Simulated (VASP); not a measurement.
A run of VASP 6.6.1 is set up as follows.

INCAR

```
PREC = Accurate ; ENCUT = 520
EDIFF = 1E-6 ; ISMEAR = -1
SIGMA = 0.02 ; LREAL = Auto
LASPH = True ; NELM = 80
ALGO = Normal ; ISIF = 2
LWAVE = False ; LCHARG = False
NBANDS = 52
```

Contents of KPOINTS:

```
Automatic mesh
0
Gamma
  1 1 1
```

POSCAR

```
CaH12Cl2O6
1.0
    6.8384790000      0.0000000000      0.0000000000
    0.0000000000      6.8384790000      0.0000000000
    0.0000000000      0.0000000000      6.8384790000
O H Ca Cl
6 12 1 2
Direct
   -0.0148571049      0.8931518251      0.6447925043
    0.5320773815      0.8253735955      0.7910238519
    0.1599039786      0.2743738776      1.0371750794
    0.6515483926      0.4260011620      0.8675320930
    0.3619372086      0.5508973560      0.3106538749
    0.8667278206      0.8271283717     -0.0090663436
    0.1073630554      0.9741493686      0.6319095226
   -0.0051327203      0.7660475378      0.5728466813
    0.5189165602      0.9470819461      0.7118834466
    0.6055878800      0.7371814697      0.7060488158
    0.0630257108      0.2162907863      1.1304414330
    0.2284718576      0.1618049862      0.9920188393
    0.5729782895      0.3323546069      0.7870609824
    0.7941824491      0.3766042127      0.8643881191
    0.2194055140      0.5301178815      0.2981657178
    0.4221114081      0.4488278753      0.4046660083
    0.9064442546      0.8520461933     -0.1597138779
    0.9721606223      0.7575661196      0.0568547480
    0.6017419956      0.6615213705      0.1079333577
    0.9260392552      0.5048637277      0.3294592262
    0.3944444371      0.1885653228      0.6038038576
```

Potentials or basis: VASP PAW LDA potentials, release 64 (O, H, Ca_sv, Cl).

Run with:

```sh
$ cat potpaw_LDA.64/O/POTCAR potpaw_LDA.64/H/POTCAR potpaw_LDA.64/Ca_sv/POTCAR potpaw_LDA.64/Cl/POTCAR > POTCAR
$ mpirun -np 1 vasp_gam > vasp.out
```

**Question.** What does it give for the largest force?

**Answer.** 2.336 eV/Å.

**Question.** Estimate the band gap on the k mesh.

**Answer.** 3.88 eV, direct.

**Question.** What does it give for the pressure?

**Answer.** -2.5 GPa.

Stress tensor (GPa, compression positive):
```
-2.16 -0.51  0.00
-0.51 -2.36  1.21
 0.00  1.21 -2.96
```

LDA gaps usually lie below the measured ones, often by a third to a half.
